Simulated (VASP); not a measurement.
Calculation: PBE GGA, VASP's PBE PAW potentials (set 64) (plane waves; VASP).

The input files of a VASP run:

File POSCAR:
```
Si
1.0
  0.0000000000   2.7342071091   2.7342071091
  2.7342071091   0.0000000000   2.7342071091
  2.7342071091   2.7342071091   0.0000000000
Si
2
Direct
  0.0000000000   0.0000000000   0.0000000000
  0.2500000000   0.2500000000   0.2500000000
```

### INCAR
```
ALGO  =  Normal   ! blocked Davidson
EDIFF  =  1E-6   ! SCF stop (eV)
IBRION  =  2   ! conjugate gradients
LREAL  =  .False.
GGA  =  PE
SYSTEM  =  Si
ISIF  =  3   ! ions, shape and volume
ENCUT  =  500
LWAVE  =  .False.
PREC  =  Accurate
EDIFFG  =  -0.02
LASPH  =  .True.   ! aspherical one-centre terms
SIGMA  =  0.05   ! width (eV)
PSTRESS  =  50   ! kbar
NSW  =  40   ! most ionic steps
NELM  =  100   ! most electronic steps
ISMEAR  =  0
LCHARG  =  .False.
```

File KPOINTS:
```
Automatic
0
Gamma
  8 8 8
```

POTCAR, in this order: Si (PBE.64 set). Program: vasp_std.

Energy and stress use the plane-wave basis of the starting cell.

Predict the energy per atom (σ→0), volume per atom.

```yaml
energy per atom (σ→0): -5.408 eV/atom
volume_per_atom: 19.44 Å^3/atom
```

### OSZICAR
```
...
       N       E                     dE             d eps       ncg     rms          rms(c)
DAV:   1    -0.108267062488E+02   -0.87388E-01   -0.39018E-01   520   0.359E+00    0.617E-01
DAV:   2    -0.108199523356E+02    0.67539E-02   -0.59547E-03   584   0.551E-01    0.385E-01
DAV:   3    -0.108164212893E+02    0.35310E-02   -0.74022E-03   520   0.442E-01    0.120E-01
DAV:   4    -0.108164222834E+02   -0.99412E-06   -0.81619E-05   592   0.822E-02    0.102E-01
DAV:   5    -0.108164057147E+02    0.16569E-04   -0.16761E-05   520   0.309E-02    0.179E-02
DAV:   6    -0.108164061721E+02   -0.45745E-06   -0.20409E-07   376   0.447E-03
   3 F= -.96028524E+01 E0= -.96028524E+01  d E =-.325880E-01
```

The compound is Si in the diamond structure. This run relaxes it under an external pressure of 5 GPa. Symmetry was kept, so distortions that lower it aren't found.
